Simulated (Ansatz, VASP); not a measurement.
# Te (Tellurium) in two plane-wave programs, part 2 of 2

Aim: how closely do two programs agree when they are given the same cell, functional and k mesh? The cell is taken from a series of runs on this material, whose earlier steps may have relaxed, scaled, displaced or heated it; both programs get it as it stands.

VASP 6.6.1 and Ansatz 0.2.0.

So far: Starting point; VASP: zone-centre phonons, PBEsol.

## Step 3: Ansatz: zone-centre phonons, PBEsol

Level of this step: Ansatz beside VASP: Kohn-Sham DFT, plane waves, PBEsol (Ansatz).

Ansatz runs on its PAW soft_1 files.

The same cell, functional, mesh and smearing now go to Ansatz, which takes its cutoff from its data sets.

input.yaml reads:

```yaml
crystal:
  lattice:
    - [4.2731619047, 0.0, 0.0]
    - [-2.1365809523, 3.7006667639, 0.0]
    - [0.0, 0.0, 5.958392128]
  atoms:
    - { symbol: Te, position: [0.2873800792, 0.0, 0.3333333333] }
    - { symbol: Te, position: [0.0, 0.2873800792, 0.6666666667] }
    - { symbol: Te, position: [0.7126199208, 0.7126199208, 0.0] }
kpoints:
  mp_grid: { grid: [12, 12, 8] }
hamiltonian:
  xc: pbesol
  pseudopotentials: { kind: paw, azcp: { folder: soft_1 }, xc_functional: pbe }
scf:
  occupations: { method: methfessel_paxton, width: 0.2 }
output:
  eigenvalues: true
phonons:
  method: dfpt
```

Launch:

```
ansatz run input.yaml --threads 4 --pin off --max-ram 10240MiB --backend cpu --events-out ev --progress --plain --runs-dir out
```

Numbers of over 12 decimals in the logs are rounded to 6 here.

Output:

```text
zone centre: on kpoints.mp_grid the ground state, and the responses unless they are solved on pairs of k-points, stand on 320 of the mesh's 1152 k-points, reduced under 2 symmetry operations, with k and −k counted as one. Each operation leaves every solved displacement unchanged or reverses it
Engine: ansatz 0.2.0, aarch64-unknown-linux-gnu
Pseudopotentials: kind: paw
Pseudopotential: Te, paw, valence charge 16, recommended cutoff 420 eV (normal), soft_1/Te.paw.azcp
Functional definition: PBEsol
  exchange = pbesol_x
  correlation = pbesol_c
Crystal: 3 atoms, lattice volume = 94.223 Å³
Basis set: ecut = 420 eV, 1837 PW (Γ), exchange–correlation on 60×60×96 points (8 copies of the dense FFT grid, shifted against one another)
Bands: 29, of which v1, the nominal top of the filled ones, is band 24 counted from 1 (23 counted from 0)
Symmetry: 6 space group operations
k-points: 320 of 1152 (irreducible under 2 space group operations, time reversal used)
Non-local potential: Te, projectors of the file, l = 0: 2, l = 1: 2, l = 2: 2, l = 3: 1
PAW form: soft (Blöchl's): semilocal exchange-correlation on the pseudo side does not see the compensation charge
PAW frozen core: Te, regenerated for the run's functional, and the local potential with it (the file was generated under x = pbe(κ = 0.804, μ = 0.219515), c = pbe(β = 0.066725))
PAW one-centre angular grid: Te, 590 points (default); XC on 64 Gauss nodes
Initial density: superposition of atomic densities (chi_scale 0.1, normalization cell)
Initial wavefunctions: pseudopotential atomic-orbital guess
Functional: x = pbesol(κ = 0.804, μ = 0.123457), c = pbesol(β = 0.046)
SCF iter   1: F=—  HF=-20704.821725 eV  |F-HF|=—  |Δ(HF+E_count)|=         —  Δρ=1.40e-2  dr2=1.34e-1  ethr=3.10e-3  ⟨swp⟩=8.6  Hψ=45791  notcnv=0
preconditioner: auto → Resta (q_TF=auto, 2.438 Å⁻¹)  ε∞=4.4  [insulator: Δε(μ)=0.204 eV  Ē_g=8.754 eV  σ=0.200 eV  W_gap=0.58  n_scr=22 (ndim 8)  ℏωp=16.2 eV  f_vac=0.001  D(μ)=-0.05/eV (n_scr^D=0)  ε∞_Penn≈4.4]
SCF iter   2: F=—  HF=-20704.804175 eV  |F-HF|=—  |Δ(HF+E_count)|=   1.76e-2  S|Δr|=    0.00e0  Δρ=8.14e-3  dr2=4.44e-2  ethr=2.78e-4  ⟨swp⟩=1.0  Hψ=11848  notcnv=0  defer=2
SCF iter   3: F=—  HF=-20704.797492 eV  |F-HF|=—  |Δ(HF+E_count)|=   6.68e-3  S|Δr|=    0.00e0  Δρ=6.38e-4  dr2=3.53e-4  ethr=9.25e-5  ⟨swp⟩=2.0  Hψ=13107  notcnv=0  defer=2
SCF iter   4: F=—  HF=-20704.797611 eV  |F-HF|=—  |Δ(HF+E_count)|=   1.18e-4  S|Δr|=    0.00e0  Δρ=2.08e-4  dr2=4.30e-5  ethr=7.35e-7  ⟨swp⟩=2.0  Hψ=16890  notcnv=0  defer=2
SCF iter   5: F=—  HF=-20704.797628 eV  |F-HF|=—  |Δ(HF+E_count)|=   1.67e-5  S|Δr|=    0.00e0  Δρ=7.34e-5  dr2=7.14e-6  ethr=8.96e-8  ⟨swp⟩=2.1  Hψ=16501  notcnv=0  defer=2
SCF iter   6: F=—  HF=-20704.797630 eV  |F-HF|=—  |Δ(HF+E_count)|=   2.54e-6  S|Δr|=    0.00e0  Δρ=1.65e-5  dr2=2.97e-7  ethr=1.49e-8  ⟨swp⟩=3.0  Hψ=18083  notcnv=0  defer=2
SCF iter   7: F=—  HF=-20704.797631 eV  |F-HF|=—  |Δ(HF+E_count)|=   5.27e-7  S|Δr|=    0.00e0  Δρ=2.36e-6  dr2=5.02e-9  ethr=6.20e-10  ⟨swp⟩=2.0  Hψ=12071  notcnv=0  defer=2
SCF iter   8: F=—  HF=-20704.797631 eV  |F-HF|=—  |Δ(HF+E_count)|=   7.14e-9  S|Δr|=    0.00e0  Δρ=6.91e-7  dr2=3.43e-10  ethr=1.05e-11  ⟨swp⟩=2.0  Hψ=16954  notcnv=0  defer=2
SCF iter   9: F=—  HF=-20704.797631 eV  |F-HF|=—  |Δ(HF+E_count)|=  1.38e-10  S|Δr|=    0.00e0  Δρ=2.08e-7  dr2=2.90e-11  ethr=1.00e-12  ⟨swp⟩=2.0  Hψ=16924  notcnv=0  defer=2
SCF iter  10: F=-20704.797631 eV  HF=-20704.797631 eV  |F-HF|=3.64e-12  |Δ(HF+E_count)|=  7.28e-12  S|Δr|=    0.00e0  Δρ=6.55e-8  dr2=2.55e-12  ethr=1.00e-12  ⟨swp⟩=9.3  Hψ=51517  notcnv=0
SCF 1 converged in 10 iterations: F = -20704.797631 eV  dr2 = 2.55e-12
  greatest PAW one-centre occupation: 0.998 electrons in one spin orbital (limit 2), on the Te atom at site 0 (counted from 0), in its partial waves of l = 2
DFPT response loops at Γ: preconditioner auto → Kerker (q_TF=auto, 2.438 Å⁻¹) (partly filled bands, converged f_vac=0.009); β = 1.00, the filter's whole step (`scf.mixing.beta` (0.50) is not read by the response loops under this deck's `scf.mixing.preconditioner`; to damp them name `kerker` or `kerker_dos`, under which they read `scf.mixing.beta`, and type it under 1.00, their step now; both keys bind the ground state too); Broyden in place of MSR1
SCF converged after 10 iterations
Stability not checked: this state was not tested for a lower state beside it, because cold or Methfessel-Paxton smearing, or corrected tetrahedra, fill the levels in a way that the test cannot read (fill_not_monotonic; see scf.lower_state_search)
Free energy (F): -20704.797631 eV
Harris-Foulkes:  -20704.797631 eV  (|F-HF|=3.64e-12)
Internal energy: -20704.801324 eV  (E = F + TS)
E sigma→0 (E₀):  -20704.798554 eV
Entropy (-TS):   0.003693 eV (1.231 meV/atom)
Fermi energy:    9.883691 eV
Step filling:    the computed levels leave a gap of 0.0000 eV = 0.0 smearing widths at the electron count; against every level under it full and every level over it empty, smearing changes F+E_penalty+E_count by +0.515 meV and its σ→0 estimate by -0.409 meV
--- Per-component energies (eV) ---
  E_band       = -752.569820
  E_kinetic    = 517.431179
  E_local      = -4666.653014  (includes V_loc(G=0)·N_el)
  E_nonlocal   = 200.754142
  E_hartree    = 2339.888763
  E_xc         = -366.390408
  E_vxc        = -307.767126  (∫ρ·V_xc dr)
  E_paw        = -13773.493690  (= ΣΔE_a)
  E_vpaw       = -1176.112738  (= ΣTr[D̂ρ^β])
  E_aug_tail   = 0.000252  (compensation charges beyond the density's cutoff)
  E_ewald      = -4957.462981
  E_core_change = 1.124434  (= ΣΔE_core)
  E_smearing   = 0.003693  (= −TS)
  E_closure    = 0.000000  (closes the sum)
  Σ components = -20704.797631   (vs F -20704.797631, Δ=0.00e0)
--- Band table (eV; the first three rows and the last of 320) ---
  k-point 0: bands = [... 20 lower, 7.2899, 8.0573, 8.0573, 8.6629, 10.8804, 10.8804, 11.5931, 14.6492, ... 1 higher]
  k-point 1: bands = [... 20 lower, 7.4084, 8.1202, 8.2631, 8.6949, 10.7365, 10.7625, 11.4196, 14.1747, ... 1 higher]
  k-point 2: bands = [... 20 lower, 7.3607, 8.3112, 8.6171, 8.7897, 10.4244, 10.4795, 11.0052, 13.7726, ... 1 higher]
  k-point 319: bands = [... 20 lower, 5.0467, 8.3066, 8.6773, 9.5939, 10.4612, 11.3784, 11.4432, 14.7516, ... 1 higher]
--- Phonons (Γ-DFPT): 3 representative perturbations + reference, on 320 of 1152 k-points (Σ response iterations 9) ---
  k mesh reduced under 2 symmetry operations, with k and −k counted as one. Each operation leaves every solved displacement unchanged or reverses it
  ASR residual: 3.979e-5 → 0.000e0 eV/Å²; symmetrization residual: 3.006e-6 eV/Å²
  ASR residual per site (eV/Å²): 3.98e-5 3.98e-5 3.98e-5
  Γ frequencies (cm⁻¹): 0.00 0.00 0.00 80.94 80.94 89.35 96.50 126.43 126.43
  non-analytic LO–TO correction: not included (Born effective charges unavailable; polar crystals: no LO–TO splitting at Γ)
```

Reading the cycles: dr2 is the Hartree energy of the density residual (eV), the measure of convergence; HF is the Harris–Foulkes estimate of the energy, which meets the free energy F at convergence.

## Step 4: Side by side

Known differences besides the potentials themselves: the data sets hold 48 valence electrons in Ansatz (on its PAW soft_1 files) and 18 in VASP; the cutoff is 420 eV in Ansatz and 500 eV in VASP; Ansatz makes its cores anew for this functional, VASP keeps those of its PBE data sets. Total energies have different zeros and are not compared.

Both answers:

```csv
quantity,Ansatz,VASP,difference
optical mode 1 to 2 (cm⁻¹),80.9,81.2,-0.36 %
optical mode 3 (cm⁻¹),89.3,89.8,-0.54 %
optical mode 4 (cm⁻¹),96.5,98.0,-1.51 %
optical mode 5 to 6 (cm⁻¹),126.4,127.0,-0.49 %
```

Modes are paired by rising frequency, not by their patterns, so a pair may set unlike modes beside each other; they are those without the splitting of longitudinal modes.

## Step 5: Summary of results

```json
{
 "r.m.s. difference of the optical zone-centre modes, each program's sorted by frequency (zone-centre phonons, PBEsol)": "0.75 cm⁻¹",
 "difference in optical mode 4 (zone-centre phonons, PBEsol)": "-1.5 %"
}
```

What this shows: The r.m.s. difference of the optical zone-centre modes, each program's sorted by frequency is 0.75 cm⁻¹ (zone-centre phonons, PBEsol). The data sets hold unlike numbers of valence electrons (48 in Ansatz and 18 in VASP), so part of the differences comes from the potentials. Among the rows given in per cent, the largest difference of the zone-centre phonons, PBEsol pair is in optical mode 4, -1.5 %. Such differences can come from data sets, numerical settings and the points named under the comparisons, not from the functional's error against experiment.

[Lines on the potential files, build, host, timing and source positions are cut from VASP's logs without a mark.]

[Logs are printed without paths, hosts, clocks, repeated set-up lines and the standing remarks that a program may print on its own settings, such as how far it seeks lower states.]

[Hosts, paths, dates, database ids (printed as entryN), source tags and the programs' standing remarks are cut or masked in the printed files.]
